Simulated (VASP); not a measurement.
Level of theory: PBE GGA, VASP's PBE PAW potentials (set 64) (plane waves; VASP).

Input for VASP

### POSCAR
```
PbO2
1
    5.0687934915    -0.0000000000     0.0000000000
   -0.0000000000     5.0687934915     0.0000000000
    0.0000000000     0.0000000000     3.4552715644
Pb O
2 4
Direct
  1.0000000000   0.0000000000   0.0000000000
  0.5000000000   0.5000000000   0.5000000000
  0.3077796410   0.3077796410   0.0000000000
  0.8077796410   0.1922203590   0.5000000000
  0.1922203590   0.8077796410   0.5000000000
  0.6922203590   0.6922203590   1.0000000000
```

INCAR:
```
LOPTICS  =  .True.
PREC  =  Accurate
CSHIFT  =  0.1
ISMEAR  =  0   ! Gaussian
NBANDS  =  93
NELM  =  100   ! most electronic steps
LWAVE  =  .False.
EDIFF  =  1E-7   ! SCF stop (eV)
ALGO  =  Normal   ! blocked Davidson
SIGMA  =  0.01   ! width (eV)
NEDOS  =  1001
SYSTEM  =  PbO2
LREAL  =  .False.
LCHARG  =  .False.
LASPH  =  .True.   ! aspherical one-centre terms
ENCUT  =  520   ! plane-wave cut-off (eV)
LMAXMIX  =  4
GGA  =  PE
```

**KPOINTS**
```
Automatic mesh
0
Gamma
10 10 15
0 0 0
```

POTCAR, in this order: Pb_d O (PBE.64 set). Program: vasp_std.

Output of the run:

OUTCAR:
```
 ion  position               nearest neighbor table
   1  0.000  0.000  0.000-   3 2.21   6 2.21   5 2.21   4 2.21   4 2.21   5 2.21   2 3.98   2 3.98
                             2 3.98   2 3.98   2 3.98   2 3.98   2 3.98   2 3.98
   2  0.500  0.500  0.500-   4 2.21   5 2.21   3 2.21   6 2.21   3 2.21   6 2.21   1 3.98   1 3.98
                             1 3.98   1 3.98   1 3.98   1 3.98   1 3.98   1 3.98
   3  0.308  0.308  0.000-   1 2.21   2 2.21   2 2.21
   4  0.808  0.192  0.500-   2 2.21   1 2.21   1 2.21
   5  0.192  0.808  0.500-   2 2.21   1 2.21   1 2.21
   6  0.692  0.692  0.000-   1 2.21   2 2.21   2 2.21
  LATTYP: Found a simple tetragonal cell.
 ALAT       =     5.0687934915
 C/A-ratio  =     0.6816753474
 Subroutine PRICEL returns:
 Original cell was already a primitive cell.
 Subroutine GETGRP returns: Found 16 space group operations
The static configuration has the point symmetry D_2h.
 The point group associated with its full space group is D_4h.
The dynamic configuration has the point symmetry D_2h.
 Subroutine INISYM returns: Found 16 space group operations
 Subroutine IBZKPT returns following result:
 Found    168 irreducible k-points:

 Following reciprocal coordinates:
            Coordinates               Weight
  0.000000  0.000000  0.000000      1.000000
  0.100000  0.000000  0.000000      4.000000
  0.200000  0.000000  0.000000      4.000000
  0.300000  0.000000  0.000000      4.000000
  0.400000  0.000000  0.000000      4.000000
  0.500000  0.000000  0.000000      2.000000
  0.100000  0.100000  0.000000      4.000000
  0.200000  0.100000  0.000000      8.000000
  0.300000  0.100000  0.000000      8.000000
  0.400000  0.100000  0.000000      8.000000
  0.500000  0.100000  0.000000      4.000000
  0.200000  0.200000  0.000000      4.000000
  0.300000  0.200000  0.000000      8.000000
  0.400000  0.200000  0.000000      8.000000
  0.500000  0.200000  0.000000      4.000000
  0.300000  0.300000  0.000000      4.000000
...
```

OSZICAR:
```
       N       E                     dE             d eps       ncg     rms          rms(c)
DAV:   1     0.626087664815E+03    0.62609E+03   -0.18503E+04 35009   0.669E+02
DAV:   2     0.641693570000E+02   -0.56192E+03   -0.48446E+03 33072   0.236E+02
DAV:   3    -0.335181028694E+02   -0.97687E+02   -0.93546E+02 34890   0.891E+01
DAV:   4    -0.374398679239E+02   -0.39218E+01   -0.39108E+01 36752   0.187E+01
DAV:   5    -0.375092468958E+02   -0.69379E-01   -0.69356E-01 41440   0.268E+00    0.139E+01
DAV:   6    -0.319420328968E+02    0.55672E+01   -0.26652E+00 49462   0.186E+01    0.455E+00
DAV:   7    -0.319097805608E+02    0.32252E-01   -0.11123E+00 38851   0.392E+00    0.281E+00
DAV:   8    -0.318876357633E+02    0.22145E-01   -0.23830E-01 35567   0.169E+00    0.120E+00
DAV:   9    -0.318673704198E+02    0.20265E-01   -0.15467E-02 41019   0.728E-01    0.177E-01
DAV:  10    -0.318685473642E+02   -0.11769E-02   -0.62222E-03 38316   0.255E-01    0.120E-01
DAV:  11    -0.318685245878E+02    0.22776E-04   -0.12779E-04 38731   0.497E-02    0.364E-02
DAV:  12    -0.318685183433E+02    0.62446E-05   -0.19167E-05 42076   0.167E-02    0.127E-02
DAV:  13    -0.318685166897E+02    0.16536E-05   -0.17120E-06 36704   0.555E-03    0.366E-03
DAV:  14    -0.318685162042E+02    0.48543E-06   -0.34387E-07 39697   0.185E-03    0.464E-04
DAV:  15    -0.318685162670E+02   -0.62770E-07   -0.62403E-09 20774   0.418E-04
   1 F= -.31868516E+02 E0= -.31868511E+02  d E =-.107985E-04
 imaginary and real dielectric function
```

File OUTCAR:
```
------------------------ aborting loop because EDIFF is reached ----------------------------------------
  FORCE on cell =-STRESS in cart. coord.  units (eV):
  Direction    XX          YY          ZZ          XY          YZ          ZX
  --------------------------------------------------------------------------------------
  Total        0.1817084      0.1817084      0.0026747      0.0000000      0.0000000      0.0000000
  in kB        3.2793977      3.2793977      0.0482713      0.0000000      0.0000000      0.0000000
  external PRESSURE =       2.2023556 kB  Pullay stress =       0.0000000 kB
  volume of cell :       88.78
      direct lattice vectors                 reciprocal lattice vectors
     5.068793492  0.000000000  0.000000000     0.197285607  0.000000000  0.000000000
     0.000000000  5.068793492  0.000000000     0.000000000  0.197285607  0.000000000
     0.000000000  0.000000000  3.455271564     0.000000000  0.000000000  0.289412853
 POSITION                                       TOTAL-FORCE (eV/Angst)
 -----------------------------------------------------------------------------------
      0.00000      0.00000      0.00000        -0.000000      0.000000     -0.000000
      2.53440      2.53440      1.72764        -0.000000      0.000000     -0.000000
      1.56007      1.56007      0.00000         0.005219      0.005219     -0.000000
      4.09447      0.97433      1.72764         0.005219     -0.005219      0.000000
      0.97433      4.09447      1.72764        -0.005219      0.005219     -0.000000
      3.50872      3.50872      0.00000        -0.005219     -0.005219      0.000000
 -----------------------------------------------------------------------------------
    total drift:                               -0.000000      0.000000     -0.000000
  FREE ENERGIE OF THE ION-ELECTRON SYSTEM (eV)
  ---------------------------------------------------
  free  energy   TOTEN  =       -31.8685162670 eV

  energy  without entropy=      -31.8685054685  energy(sigma->0) =      -31.86851087

 plasma frequency squared (from intraband transitions) (eV^2)
  --------------------------------------------------------------------------------------
       0.049       0.000       0.000
       0.000       0.049       0.000
       0.000       0.000       0.144

 plasma frequency squared (from interband transitions, int dw w eps(2)(w)) (eV^2)
  --------------------------------------------------------------------------------------
     605.010       0.000       0.000       0.000       0.000       0.000
       0.000      -0.000     605.010       0.000       0.000       0.000
       0.000       0.000       0.000       0.000     605.653       0.000
```
(Selected blocks of OUTCAR.)

The dielectric response may not be converged in the k-mesh; for small gaps it tends to come out too large.

The compound is PbO2 in the rutile structure. It was relaxed first, which changed the volume by +6 %.
